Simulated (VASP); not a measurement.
Input:

```xyz
2
Lattice="2.8480 0.0000 0.0000 -1.4240 2.4665 0.0000 0.0000 0.0000 4.7195" Properties=species:S:1:pos:R:3 pbc="T T T"
Ag     0.0000     1.6443     1.1799
Ag     1.4240     0.8222     3.5396
```

Computed with PBEsol GGA, VASP's PBE PAW potentials (set 64) (plane waves; VASP 6.6.1). Numerical set-up: 400 eV cut-off, Gaussian smearing of 0.050 eV, potentials Ag.

Give the energies of bands 1 to 14 at the high-symmetry points, in eV from the Fermi level.

```tsv
band	Γ	M	K	A	L	H
1	-8.05	-6.52	-6.06	-6.66	-6.46	-5.73
2	-6.60	-6.18	-5.50	-6.66	-6.46	-5.73
3	-4.96	-6.14	-5.50	-4.84	-5.79	-5.32
4	-4.80	-4.84	-5.13	-4.84	-5.79	-5.32
5	-4.80	-4.59	-4.88	-4.84	-3.99	-4.74
6	-4.56	-4.37	-4.88	-4.84	-3.99	-4.74
7	-4.56	-3.87	-4.11	-4.71	-3.16	-4.14
8	-4.12	-2.92	-3.26	-4.71	-3.16	-4.14
9	-4.12	-2.92	-3.26	-3.43	-2.83	-3.05
10	-3.10	-2.78	-3.18	-3.43	-2.83	-3.05
11	-3.10	0.10	3.26	-3.43	0.68	4.19
12	-0.66	1.65	3.30	-3.43	0.68	4.19
13	3.52	6.88	3.30	11.00	4.76	5.71
14	15.79	7.15	9.35	11.00	4.76	5.71
```

It has no gap at this level: it comes out as a metal or semimetal.

The structure was generated: Ag was put into the hcp type (P6_3/mmc), which need not be its known phase. It was relaxed first.
